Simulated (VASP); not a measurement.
Computed with LDA (Ceperley-Alder, Perdew-Zunger), VASP's LDA PAW potentials (set 64) (plane waves; VASP 6.6.1).

VASP ran on this input.

File KPOINTS:
```
Automatic mesh
0
Gamma
8 8 8
0 0 0
```

POSCAR:
```
InP
1
    0.0000000000     2.9519750000     2.9519750000
    2.9519750000     0.0000000000     2.9519750000
    2.9519750000     2.9519750000     0.0000000000
In P
1 1
Direct
 -0.0014460000  -0.0006570000  -0.0003960000
  0.2514460000   0.2506570000   0.2503960000
```

**INCAR**
```
# general
SYSTEM   =  InP
PREC     =  Accurate
ENCUT    =  300
LREAL    =  .FALSE.
LASPH    =  .TRUE.

# electronic loop
EDIFF    =  1E-6
NELM     =  100
ALGO     =  Normal
LMAXMIX  =  4

# smearing
ISMEAR   =  -1
SIGMA    =  0.05

# ions
ISIF     =  2

# output
LWAVE    =  .FALSE.
LCHARG   =  .FALSE.
```

POTCAR, in this order: In_d P (LDA.64 set). Program: vasp_std.

What VASP printed:

File OSZICAR:
```
       N       E                     dE             d eps       ncg     rms          rms(c)
DAV:   1     0.929856896764E+02    0.92986E+02   -0.63929E+03  6840   0.103E+03
DAV:   2    -0.391254431396E+01   -0.96898E+02   -0.94088E+02  7125   0.271E+02
DAV:   3    -0.992794759835E+01   -0.60154E+01   -0.59732E+01  8865   0.754E+01
DAV:   4    -0.100701385085E+02   -0.14219E+00   -0.14212E+00  8118   0.130E+01
DAV:   5    -0.100761731838E+02   -0.60347E-02   -0.60345E-02  9661   0.221E+00    0.564E+00
DAV:   6    -0.969794597413E+01    0.37823E+00   -0.69496E-01  9960   0.143E+01    0.346E+00
DAV:   7    -0.965837888991E+01    0.39567E-01   -0.16046E-01  9103   0.333E+00    0.116E+00
DAV:   8    -0.965302250638E+01    0.53564E-02   -0.12819E-02  8873   0.153E+00    0.374E-01
DAV:   9    -0.965272519990E+01    0.29731E-03   -0.14263E-03  8871   0.557E-01    0.178E-01
DAV:  10    -0.965273276452E+01   -0.75646E-05   -0.13085E-04  8341   0.937E-02    0.110E-01
DAV:  11    -0.965273623813E+01   -0.34736E-05   -0.17200E-05 10222   0.473E-02    0.163E-02
DAV:  12    -0.965273512217E+01    0.11160E-05   -0.73954E-06  8115   0.577E-02    0.139E-02
DAV:  13    -0.965273509900E+01    0.23168E-07   -0.28202E-07  3945   0.514E-03
   1 F= -.96527351E+01 E0= -.96526956E+01  d E =-.790122E-04
```

File OUTCAR:
```
------------------------ aborting loop because EDIFF is reached ----------------------------------------
  FORCE on cell =-STRESS in cart. coord.  units (eV):
  Direction    XX          YY          ZZ          XY          YZ          ZX
  --------------------------------------------------------------------------------------
  Total       -0.9187834     -0.9195817     -0.9199463     -0.0827240     -0.0393481     -0.0720902
  in kB      -28.6124944    -28.6373535    -28.6487080     -2.5761678     -1.2253670     -2.2450132
  external PRESSURE =     -28.6328520 kB  Pullay stress =       0.0000000 kB
  volume of cell :       51.45
      direct lattice vectors                 reciprocal lattice vectors
     0.000000000  2.951975000  2.951975000    -0.169378128  0.169378128  0.169378128
     2.951975000  0.000000000  2.951975000     0.169378128 -0.169378128  0.169378128
     2.951975000  2.951975000  0.000000000     0.169378128  0.169378128 -0.169378128
  FREE ENERGIE OF THE ION-ELECTRON SYSTEM (eV)
  ---------------------------------------------------
  free  energy   TOTEN  =        -9.6527350990 eV

  energy  without entropy=       -9.6526560868  energy(sigma->0) =       -9.65269559
```
(Selected blocks of OUTCAR.)

**OUTCAR**
```
 val. band max:        4.8086841246   @ k =   0.0000   0.0000   0.0000

 cond. band min:       5.1604357722   @ k =   0.0000   0.0000   0.0000


 Fermi energy:         5.0017407417

 k-point     1 :       0.0000    0.0000    0.0000
  band No.  band energies     occupation
      1      -9.3546      2.00000
      2      -9.3528      2.00000
      3      -9.3472      2.00000
      4      -9.2066      2.00000
      5      -9.2066      2.00000
      6      -6.6275      2.00000
      7       4.7452      1.98824
      8       4.7601      1.98419
      9       4.8087      1.95878
     10       5.1604      0.08032
     11       8.7130      0.00000
     12       8.7426      0.00000
     13       8.7524      0.00000

 k-point     2 :       0.1250    0.0000    0.0000
  band No.  band energies     occupation
      1      -9.3713      2.00000
      2      -9.3453      2.00000
      3      -9.3401      2.00000
      4      -9.2064      2.00000
      5      -9.2063      2.00000
      6      -6.4532      2.00000
      7       3.1405      2.00000
      8       4.5719      1.99963
      9       4.6192      1.99905
     10       6.1905      0.00000
     11       8.8656      0.00000
     12       8.9912      0.00000
     13       9.0269      0.00000

 k-point     3 :       0.0000    0.1250    0.0000
  band No.  band energies     occupation
      1      -9.3700      2.00000
      2      -9.3465      2.00000
      3      -9.3404      2.00000
      4      -9.2064      2.00000
      5      -9.2063      2.00000
      6      -6.4534      2.00000
      7       3.1505      2.00000
      8       4.5631      1.99969
      9       4.6187      1.99906
     10       6.1888      0.00000
     11       8.8604      0.00000
     12       8.9895      0.00000
     13       9.0323      0.00000

 k-point     4 :       0.0000    0.0000    0.1250
  band No.  band energies     occupation
      1      -9.3695      2.00000
      2      -9.3469      2.00000
      3      -9.3406      2.00000
...
```

At this cut-off the stress carries a Pulay error, which pulls relaxed volumes low. Unless said otherwise, spin-orbit coupling is left out, though it shifts the bands of the heavy elements here.

The structure comes from a computed database's InP entry; how it stands against other phases isn't given here. The cell was not relaxed at this level, atoms are displaced from their ideal sites. The run is one of a series of settings (GGA removed, POTCAR In_d P (LDA.64 set) against the base run), some of them coarse on purpose.
